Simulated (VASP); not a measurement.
An input for Ansatz (written as the equivalent of a VASP run, and not itself run):

Ansatz 0.2 input:
```yaml
crystal:
  lattice:
    - [0.0000000, 1.8025980, 1.8025980]
    - [1.8025980, 0.0000000, 1.8025980]
    - [1.8025980, 1.8025980, 0.0000000]
  atoms:
    - { symbol: Li, position: [0.0000000, 0.0000000, 0.0000000] }
    - { symbol: F, position: [0.5000000, 0.5000000, 0.5000000] }
kpoints:
  mp_grid: { grid: [12, 12, 12] }
hamiltonian:
  xc: pbesol
  pseudopotentials: { kind: paw }
scf:
  occupations: { method: gaussian, width: 0.05 }
  max_iter: 100
relax:
  max_steps: 40
  f_tol: 0.02
  cell: { p_target: 45 }
output: { forces: true, stress: true, eigenvalues: true }
```

**Question.** Translate this input to VASP (INCAR, KPOINTS, POSCAR, choice of POTCAR).

**Answer.** Several could match; the one computed here: 
File POSCAR:
```
LiF
1
    0.0000000000     1.8025979648     1.8025979648
    1.8025979648     0.0000000000     1.8025979648
    1.8025979648     1.8025979648     0.0000000000
Li F
1 1
Direct
  0.0000000000   0.0000000000   0.0000000000
  0.5000000000   0.5000000000   0.5000000000
```

**INCAR**
```
! general
SYSTEM  = LiF
PREC    = Accurate
ENCUT   = 620
LREAL   = .FALSE.   ! projection in real space or not
LASPH   = .TRUE.   ! aspherical one-centre terms

! electronic loop
EDIFF   = 1E-6   ! SCF stop (eV)
NELM    = 100   ! most electronic steps
ALGO    = Normal   ! blocked Davidson

! smearing
ISMEAR  = 0   ! Gaussian
SIGMA   = 0.05   ! width (eV)

! functional
GGA     = PS   ! PBEsol

! ions
IBRION  = 2
NSW     = 40   ! most ionic steps
ISIF    = 3
EDIFFG  = -0.02   ! ionic stop
PSTRESS = 450

! output
LWAVE   = .FALSE.
LCHARG  = .FALSE.
```

### KPOINTS
```
Automatic mesh
0
Gamma
12 12 12
0 0 0
```

POTCAR, in this order: Li_sv F (PBE.64 set). Program: vasp_std.

The two are equivalent in intent, not identical: each code has its own PAW files, so the cut-off isn't converted (ENCUT is set for VASP's; basis.ecutwfc is left out, and Ansatz then takes the one that its files recommend); Ansatz stops its SCF on the density residual and VASP on the energy change (EDIFF).

The compound is LiF in the rock salt structure. It was relaxed first under an external pressure of 45 GPa.
